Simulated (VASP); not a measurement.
A cell of Ni$_{3}$Si (L1_2) near equilibrium:

```
CELL_PARAMETERS angstrom
      3.46350     0.00000     0.00000
      0.00000     3.46350     0.00000
      0.00000     0.00000     3.46350
ATOMIC_POSITIONS crystal
  Si 0.00000 0.00000 0.00000
  Ni 0.00000 0.50000 0.50000
  Ni 0.50000 0.00000 0.50000
  Ni 0.50000 0.50000 0.00000
```

Level of theory: r2SCAN meta-GGA, VASP's PBE PAW potentials (set 64) (plane waves; VASP).

| run | ΔE (meV/atom) | σxx | σyy | σzz | largest shear component, with its sign (GPa) | largest force (eV/Å) |
|---|---|---|---|---|---|---|
| as it is | 0.0 | 0.52 | 0.52 | 0.52 | 0.00 | 0.000 |
| after one change | 3.7 | -6.18 | -2.84 | -2.84 | 0.00 | 0.000 |
Stress is in GPa, positive when the cell is compressed.

Problem. Which change was made?
(A) uniaxial strain of +2.0 % along x
(B) biaxial strain of -0.5 % in the xy plane
(C) atom 3 (Ni) moved by -0.050 Å along y
(D) biaxial strain of -2.0 % in the yz plane

Solution. A, uniaxial strain of +2.0 % along x

The compound is Ni3Si in the L1_2 structure. The run is not spin-polarised, so no magnetic state was tried.
